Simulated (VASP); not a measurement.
Calculation: PBE GGA, VASP's PBE PAW potentials (set 64) (plane waves; VASP).

A VASP calculation is set up with these files.

### INCAR
```
SYSTEM = WSi2
PREC = Accurate
ENCUT = 520
EDIFF = 1E-6
NELM = 100
ALGO = Normal
LREAL = .FALSE.
LASPH = .TRUE.
ISMEAR = 1
SIGMA = 0.1
GGA = PE
LMAXMIX = 6
LWAVE = .FALSE.
LCHARG = .FALSE.
IBRION = 2
ISIF = 3
NSW = 60
EDIFFG = -0.02
```

### POSCAR
```
WSi2
1.0
 -1.6145623586   1.6145623586   3.9367633244
  1.6145623586  -1.6145623586   3.9367633244
  1.6145623586   1.6145623586  -3.9367633244
Si W
2 1
Cart
 -0.0000000000   0.0000000000   5.2378088136
  0.0000000000  -0.0000000000   2.6357178352
  0.0000000000   0.0000000000   0.0000000000
```

File KPOINTS:
```
Automatic mesh
0
Gamma
12 12 12
0 0 0
```

POTCAR, in this order: Si W_sv (PBE.64 set). Program: vasp_std.

What VASP printed:

File OUTCAR:
```
 ion  position               nearest neighbor table
   1  0.665  0.665  0.000-   2 2.60   3 2.63   3 2.63   3 2.63   3 2.63   3 2.64   2 2.64   2 2.64
                             2 2.64   2 2.64
   2  0.335  0.335  0.000-   1 2.60   3 2.63   3 2.63   3 2.63   3 2.63   3 2.64   1 2.64   1 2.64
                             1 2.64   1 2.64
   3  0.000  0.000  0.000-   2 2.63   1 2.63   1 2.63   1 2.63   1 2.63   2 2.63   2 2.63   2 2.63
                             1 2.64   2 2.64
  LATTYP: Found a body centered tetragonal cell.
 ALAT       =     3.2291247172
 C/A-ratio  =     2.4382850891
 Subroutine PRICEL returns:
 Original cell was already a primitive cell.
 Subroutine GETGRP returns: Found 16 space group operations
The static configuration has the point symmetry D_4h.
The dynamic configuration has the point symmetry D_4h.
 Subroutine INISYM returns: Found 16 space group operations
 Subroutine IBZKPT returns following result:
 Found    163 irreducible k-points:

 Following reciprocal coordinates:
            Coordinates               Weight
  0.000000  0.000000  0.000000      1.000000
  0.083333 -0.000000  0.000000      8.000000
  0.166667 -0.000000  0.000000      8.000000
  0.250000  0.000000  0.000000      8.000000
  0.333333 -0.000000  0.000000      8.000000
  0.416667 -0.000000  0.000000      8.000000
  0.500000  0.000000  0.000000      4.000000
  0.083333  0.083333  0.000000      8.000000
  0.166667  0.083333  0.000000     16.000000
  0.250000  0.083333  0.000000     16.000000
  0.333333  0.083333  0.000000     16.000000
  0.416667  0.083333  0.000000     16.000000
  0.500000  0.083333  0.000000     16.000000
 -0.416667  0.083333 -0.000000     16.000000
 -0.333333  0.083333 -0.000000     16.000000
 -0.250000  0.083333  0.000000     16.000000
 -0.166667  0.083333  0.000000     16.000000
 -0.083333  0.083333  0.000000      4.000000
  0.166667  0.166667  0.000000      8.000000
...
```

### OSZICAR
```
       N       E                     dE             d eps       ncg     rms          rms(c)
DAV:   1     0.123737948687E+03    0.12374E+03   -0.11199E+04  4890   0.147E+03
DAV:   2    -0.217448697106E+02   -0.14548E+03   -0.14351E+03  5618   0.354E+02
DAV:   3    -0.256656306756E+02   -0.39208E+01   -0.38414E+01  6591   0.508E+01
DAV:   4    -0.256948029012E+02   -0.29172E-01   -0.29107E-01  5527   0.504E+00
DAV:   5    -0.256951878531E+02   -0.38495E-03   -0.38491E-03  6696   0.577E-01    0.247E+01
DAV:   6    -0.249188898633E+02    0.77630E+00   -0.48052E+00  5898   0.161E+01    0.831E+00
DAV:   7    -0.248381344555E+02    0.80755E-01   -0.32071E-01  5478   0.335E+00    0.448E+00
DAV:   8    -0.248151081853E+02    0.23026E-01   -0.49563E-02  6318   0.199E+00    0.307E-01
DAV:   9    -0.248147139449E+02    0.39424E-03   -0.12538E-03  5779   0.302E-01    0.182E-01
DAV:  10    -0.248146424256E+02    0.71519E-04   -0.32857E-04  6129   0.183E-01    0.340E-02
DAV:  11    -0.248146356619E+02    0.67637E-05   -0.41358E-05  6185   0.537E-02    0.144E-02
DAV:  12    -0.248146355126E+02    0.14923E-06   -0.19186E-06  4149   0.970E-03
   1 F= -.24814636E+02 E0= -.24814676E+02  d E =-.248146E+02
       N       E                     dE             d eps       ncg     rms          rms(c)
DAV:   1    -0.248151637321E+02   -0.52807E-03   -0.14418E-02  5821   0.120E+00    0.183E-01
DAV:   2    -0.248148178087E+02    0.34592E-03   -0.22203E-03  5702   0.382E-01    0.404E-02
DAV:   3    -0.248147833536E+02    0.34455E-04   -0.83255E-05  5681   0.630E-02    0.234E-02
DAV:   4    -0.248147723599E+02    0.10994E-04   -0.30638E-05  6101   0.465E-02    0.126E-02
DAV:   5    -0.248147730455E+02   -0.68564E-06   -0.22958E-06  3886   0.127E-02
   2 F= -.24814773E+02 E0= -.24814816E+02  d E =-.137533E-03
       N       E                     dE             d eps       ncg     rms          rms(c)
DAV:   1    -0.248147820162E+02   -0.96563E-05   -0.21288E-04  5835   0.146E-01    0.231E-02
DAV:   2    -0.248147764527E+02    0.55634E-05   -0.36561E-05  5690   0.488E-02    0.508E-03
DAV:   3    -0.248147759012E+02    0.55156E-06   -0.12946E-06  3208   0.791E-03
   3 F= -.24814776E+02 E0= -.24814819E+02  d E =-.140389E-03
       N       E                     dE             d eps       ncg     rms          rms(c)
DAV:   1    -0.248151179993E+02   -0.34155E-03   -0.95222E-03  5674   0.118E+00    0.250E-01
DAV:   2    -0.248147926995E+02    0.32530E-03   -0.20680E-03  5458   0.377E-01    0.382E-02
DAV:   3    -0.248147592174E+02    0.33482E-04   -0.10162E-04  5464   0.665E-02    0.199E-02
DAV:   4    -0.248147489747E+02    0.10243E-04   -0.19893E-05  5968   0.426E-02    0.143E-02
DAV:   5    -0.248147479722E+02    0.10025E-05   -0.18940E-06  3845   0.140E-02    0.850E-03
DAV:   6    -0.248147474582E+02    0.51395E-06   -0.62697E-07  2571   0.756E-03
   4 F= -.24814747E+02 E0= -.24814797E+02  d E =0.284430E-04
       N       E                     dE             d eps       ncg     rms          rms(c)
DAV:   1    -0.248149366634E+02   -0.18869E-03   -0.38979E-03  5639   0.754E-01    0.160E-01
DAV:   2    -0.248148062153E+02    0.13045E-03   -0.82535E-04  5451   0.239E-01    0.246E-02
DAV:   3    -0.248147931529E+02    0.13062E-04   -0.40106E-05  5450   0.420E-02    0.127E-02
DAV:   4    -0.248147899182E+02    0.32347E-05   -0.80210E-06  5919   0.272E-02    0.908E-03
DAV:   5    -0.248147903758E+02   -0.45753E-06   -0.70534E-07  2676   0.874E-03
   5 F= -.24814790E+02 E0= -.24814836E+02  d E =-.144746E-04
```

OUTCAR:
```
------------------------ aborting loop because EDIFF is reached ----------------------------------------
  FORCE on cell =-STRESS in cart. coord.  units (eV):
  Direction    XX          YY          ZZ          XY          YZ          ZX
  --------------------------------------------------------------------------------------
  Total       -0.0029868     -0.0029868      0.0106685      0.0000000      0.0000000      0.0000000
  in kB       -0.1166366     -0.1166366      0.4166181      0.0000000      0.0000000      0.0000000
  external PRESSURE =       0.0611150 kB  Pullay stress =       0.0000000 kB
  volume of cell :       41.03
      direct lattice vectors                 reciprocal lattice vectors
    -1.614578985  1.614578985  3.934566687     0.000000000  0.309678253  0.127078797
     1.614578985 -1.614578985  3.934566687     0.309678253  0.000000000  0.127078797
     1.614578985  1.614578985 -3.934566687     0.309678253  0.309678253  0.000000000
 POSITION                                       TOTAL-FORCE (eV/Angst)
 -----------------------------------------------------------------------------------
      0.00000      0.00000      5.23761        -0.000000     -0.000000      0.000090
      0.00000      0.00000      2.63152         0.000000      0.000000     -0.000090
      0.00000     -0.00000      0.00000         0.000000      0.000000     -0.000000
 -----------------------------------------------------------------------------------
    total drift:                               -0.000000      0.000000      0.000000
  FREE ENERGIE OF THE ION-ELECTRON SYSTEM (eV)
  ---------------------------------------------------
  free  energy   TOTEN  =       -24.8147903758 eV

  energy  without entropy=      -24.8149268185  energy(sigma->0) =      -24.81483586

 reached required accuracy - stopping structural energy minimisation
```
(Selected blocks of OUTCAR.)

### CONTCAR
```
WSi2
   1.00000000000000
    -1.6145789853527008    1.6145789853527008    3.9345666868944882
     1.6145789853527008   -1.6145789853527008    3.9345666868944882
     1.6145789853527008    1.6145789853527008   -3.9345666868944882
  Si              W
     2     1
Direct
     0.6655895076205525    0.6655895076205525    0.0000000000000000
     0.3344104923794476    0.3344104923794476    0.0000000000000000
     0.0000000000000000    0.0000000000000000    0.0000000000000000
```

The compound is WSi2 in the MoSi2 type structure. This run relaxes it. Symmetry was kept, so distortions that lower it aren't found. The start is the result of an earlier pass.
